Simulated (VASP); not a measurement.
Here is the system:

```xyz
2
Lattice="0.0000 2.4802 2.4802 2.4802 0.0000 2.4802 2.4802 2.4802 0.0000" Properties=species:S:1:pos:R:3 pbc="T T T"
S      0.0000     0.0000     0.0000
Mn     2.4802     2.4802     2.4802
```
Starting moments (μB, in the order of the record's atoms S Mn): 0.0 4.0.

Computed with PBE GGA, VASP's PBE PAW potentials (set 64) (plane waves; VASP 6.6.1). Settings: 300 eV cut-off, 9×9×9 Γ-centred mesh, Gaussian smearing of 0.20 eV, potentials S Mn_pv.

At this cut-off the stress carries a Pulay error, which pulls relaxed volumes low. Energy and stress use the plane-wave basis of the starting cell. The moments were started parallel, and other spin orders were not tried in this run.

The ions, cell shape and volume are relaxed. Which structure does the run end with?

```xyz
2
Lattice="0.0000 2.5333 2.5333 2.5333 0.0000 2.5333 2.5333 2.5333 0.0000" Properties=species:S:1:pos:R:3 pbc="T T T"
S      0.0000     0.0000     0.0000
Mn     2.5333     2.5333     2.5333
```
Space group Fm-3m (225), at a tolerance of 0.03 Å. The cell ends with 4.45 μB, on the sites 0.08 4.06 μB.

How do energy and volume change from the first to the last step?

The energy (σ→0) changes by -13.3 meV/atom and the volume by +6.6 %, in 3 ionic steps.

| step | E(σ→0) (eV) | max force (eV/Å) | pressure (GPa) | volume (Å³) |
|---|---|---|---|---|
| 1 | -14.0378 | 0.000 | 4.10 | 30.52 |
| 2 | -14.0638 | 0.000 | 0.47 | 32.27 |
| 3 | -14.0645 | 0.000 | -0.01 | 32.52 |

The structure was generated: MnS was put into an ordered model structure, which need not be its known phase. This run relaxes it. Symmetry was kept, so distortions that lower it aren't found. The run is one of a series of settings (EDIFFG = -0.01, IBRION = 2, ISIF = 3, NSW = 50 against the base run), some of them coarse on purpose.
